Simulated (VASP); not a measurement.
Output of a VASP run:

### OSZICAR
```
...
DAV:   3    -0.135593861468E+02   -0.28162E+02   -0.26813E+02  7598   0.240E+02
DAV:   4    -0.146784989512E+02   -0.11191E+01   -0.10743E+01  7472   0.424E+01
DAV:   5    -0.147058446902E+02   -0.27346E-01   -0.27160E-01  7462   0.755E+00    0.824E+00
DAV:   6    -0.134088295253E+02    0.12970E+01   -0.28108E+00  5750   0.225E+01    0.246E+00
DAV:   7    -0.132338817110E+02    0.17495E+00   -0.71375E-01  6076   0.105E+01    0.844E-01
DAV:   8    -0.132221304999E+02    0.11751E-01   -0.27603E-02  6096   0.254E+00    0.302E-01
DAV:   9    -0.132209587472E+02    0.11718E-02   -0.34053E-03  7054   0.791E-01    0.748E-02
DAV:  10    -0.134975065990E+02   -0.27655E+00   -0.59685E-04  6170   0.324E-01    0.164E+00
DAV:  11    -0.181199151161E+02   -0.46224E+01   -0.42091E+00  7738   0.117E+00    0.721E+00
DAV:  12    -0.151033783273E+02    0.30165E+01   -0.13658E+01  3974   0.329E+00    0.445E+00
DAV:  13    -0.139261020912E+02    0.11773E+01   -0.10563E+01  3408   0.325E+00    0.316E+00
DAV:  14    -0.141829435971E+02   -0.25684E+00   -0.66090E+00  5134   0.172E+00    0.199E+00
DAV:  15    -0.187855165832E+02   -0.46026E+01   -0.42043E+00  3118   0.105E+00    0.348E-01
DAV:  16    -0.132208669915E+02    0.55646E+01   -0.90173E-01  5786   0.322E-01    0.494E-02
DAV:  17    -0.132412882052E+02   -0.20421E-01   -0.17495E-06  4456   0.219E-02    0.409E-01
DAV:  18    -0.155466005748E+02   -0.23053E+01   -0.64990E-01  3000   0.165E-01    0.463E+00
DAV:  19    -0.138029570814E+02    0.17436E+01   -0.88682E+00  3802   0.270E+00    0.261E+00
DAV:  20    -0.132708382489E+02    0.53212E+00   -0.48673E+00  2884   0.132E+00    0.553E-01
DAV:  21    -0.132208655278E+02    0.49973E-01   -0.13219E+00  4714   0.546E-01    0.101E-01
DAV:  22    -0.132247391978E+02   -0.38737E-02   -0.22009E-07  2844   0.125E-02    0.294E-01
DAV:  23    -0.134529490692E+02   -0.22821E+00   -0.81598E-01  2846   0.322E-01    0.250E-01
DAV:  24    -0.136109391520E+02   -0.15799E+00   -0.27223E+00  2812   0.512E-01    0.823E-01
DAV:  25    -0.138390021791E+02   -0.22806E+00   -0.20895E+00  2820   0.638E-01    0.790E-01
DAV:  26    -0.144871081015E+02   -0.64811E+00   -0.22911E+00  2756   0.637E-01    0.140E+00
DAV:  27    -0.132236213007E+02    0.12635E+01   -0.22454E+00  4542   0.676E-01    0.443E-01
DAV:  28    -0.132297058581E+02   -0.60846E-02   -0.62349E-01  2654   0.973E-02    0.198E-01
DAV:  29    -0.133978103381E+02   -0.16810E+00   -0.80360E-01  5750   0.336E-01    0.860E-01
DAV:  30    -0.132208666468E+02    0.17694E+00   -0.20895E+00  4044   0.524E-01    0.827E-02
DAV:  31    -0.132208678283E+02   -0.11815E-05   -0.24305E-06  4518   0.209E-02    0.747E-02
DAV:  32    -0.132355174416E+02   -0.14650E-01   -0.79935E-08  2658   0.690E-03    0.336E-01
DAV:  33    -0.151478421887E+02   -0.19123E+01   -0.84331E-01  2654   0.378E-01    0.163E+00
DAV:  34    -0.132447012650E+02    0.19031E+01   -0.33796E+00  3574   0.107E+00    0.195E-01
DAV:  35    -0.132220186742E+02    0.22683E-01   -0.33449E-01  2642   0.108E-01    0.824E-02
DAV:  36    -0.132208673965E+02    0.11513E-02   -0.10949E-01  2630   0.671E-02    0.683E-02
DAV:  37    -0.138412088196E+02   -0.62034E+00   -0.16607E-07  2628   0.715E-03    0.235E+00
DAV:  38    -0.133870404897E+02    0.45417E+00   -0.46655E+00  5382   0.104E+00    0.798E-01
DAV:  39    -0.132208665941E+02    0.16617E+00   -0.18069E+00  2604   0.516E-01    0.711E-02
DAV:  40    -0.132208672987E+02   -0.70459E-06   -0.15777E-06  3666   0.194E-02
   1 F= -.13220867E+02 E0= -.13218297E+02  d E =-.514068E-02  mag=     0.0000    -0.0000    -0.0000
       N       E                     dE             ncg
```

### OUTCAR
```
------------------------ aborting loop because EDIFF is reached ----------------------------------------
  FORCE on cell =-STRESS in cart. coord.  units (eV):
  Direction    XX          YY          ZZ          XY          YZ          ZX
  --------------------------------------------------------------------------------------
  Total        0.0206811      0.0206811      0.0044042     -0.0000000      0.0000000     -0.0000000
  in kB        0.7011272      0.7011271      0.1493104     -0.0000000      0.0000000     -0.0000000
  external PRESSURE =       0.5171882 kB  Pullay stress =       0.0000000 kB
  volume of cell :       47.26
      direct lattice vectors                 reciprocal lattice vectors
     1.638336253 -2.837681546  0.000000000     0.305187656 -0.176200180  0.000000000
     1.638336253  2.837681546  0.000000000     0.305187656  0.176200180  0.000000000
     0.000000000  0.000000000  5.082662535     0.000000000  0.000000000  0.196747274
 POSITION                                       TOTAL-FORCE (eV/Angst)
 -----------------------------------------------------------------------------------
      1.63834      0.94590      1.27067        -0.000000      0.000000      0.000000
      1.63834     -0.94590      3.81200         0.000000     -0.000000     -0.000000
 -----------------------------------------------------------------------------------
    total drift:                               -0.000117      0.000000      0.000000
  FREE ENERGIE OF THE ION-ELECTRON SYSTEM (eV)
  ---------------------------------------------------
  free  energy   TOTEN  =       -13.2208672987 eV

  energy  without entropy=      -13.2157266147  energy(sigma->0) =      -13.21829696

 Ion:    1  E_soc:     -0.0072916

 Ion:    2  E_soc:     -0.0072916
```
(Selected blocks of OUTCAR.)

POSCAR:
```
Sc
1
    1.6383362526    -2.8376815455    -0.0000000000
    1.6383362526     2.8376815455     0.0000000000
   -0.0000000000     0.0000000000     5.0826625350
Sc
2
Direct
  0.3333330000   0.6666670000   0.2500000000
  0.6666670000   0.3333330000   0.7500000000
```

Question: Reconstruct the remaining input files.

Answer: Several could match; the one computed here: the input of the run itself, PBEsol GGA with spin-orbit coupling, plane waves, VASP's PBE PAW potentials (set 64).

**KPOINTS**
```
Automatic mesh
0
gamma
 12 12 7
```

### KPOINTS_OPT
```
k-points along high-symmetry lines
5
Line-mode
Reciprocal
  0.000000   0.000000   0.000000 ! GAMMA
  0.000000   0.500000   0.000000 ! M

  0.000000   0.500000   0.000000 ! M
 -0.333333   0.666667   0.000000 ! K

 -0.333333   0.666667   0.000000 ! K
  0.000000   0.000000   0.000000 ! GAMMA

  0.000000   0.000000   0.000000 ! GAMMA
  0.000000   0.000000   0.500000 ! A

  0.000000   0.000000   0.500000 ! A
  0.000000   0.500000   0.500000 ! L

  0.000000   0.500000   0.500000 ! L
 -0.333333   0.666667   0.500000 ! H

 -0.333333   0.666667   0.500000 ! H
  0.000000   0.000000   0.500000 ! A

  0.000000   0.500000   0.500000 ! L
  0.000000   0.500000   0.000000 ! M

 -0.333333   0.666667   0.500000 ! H
 -0.333333   0.666667   0.000000 ! K
```

INCAR:
```
ALGO  =  Normal
EDIFF  =  1E-6
ENCUT  =  400
GGA  =  PS
GGA_COMPAT  =  .FALSE.
ISMEAR  =  0
LASPH  =  .TRUE.
LCHARG  =  .FALSE.
LMAXMIX  =  4
LREAL  =  .FALSE.
LSORBIT  =  .TRUE.
LWAVE  =  .FALSE.
MAGMOM  =  0 0 0 0 0 0
NELM  =  100
PREC  =  Accurate
SIGMA  =  0.05
SYSTEM  =  Sc
```

POTCAR, in this order: Sc_sv (PBE.64 set). Program: vasp_ncl.

The compound is Sc in the hcp structure. It was relaxed first, which changed the volume by -5 %.
